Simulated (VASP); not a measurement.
Energy against volume of KCl (rock salt). These are PBE GGA with D3 dispersion (Becke-Johnson damping), VASP's PBE PAW potentials (set 64) (plane waves; VASP) values and carry that method's errors. Numerical set-up: 520 eV cut-off, 7×7×7 Γ-centred mesh, Gaussian smearing of 0.050 eV, potentials K_sv Cl.

| V (Å³/atom) | E (eV/atom) |
|---|---|
| 29.902 | -3.59425 |
| 30.826 | -3.59609 |
| 31.751 | -3.59462 |
| 32.676 | -3.59041 |

**Question.** Fit these four points and predict the energy of the run at 28.977 Å³/atom.

**Answer.** A cubic in V^(−2/3), the third-order Birch-Murnaghan form, passes through the four points with V0 = 30.85 Å³/atom and B0 = 19 GPa, and gives -3.5884 eV/atom there. The run gave -3.5885 eV/atom, -0.1 meV/atom from the fit; all five points give B0 = 19 GPa.

The compound is KCl in the rock salt structure. It was relaxed first.
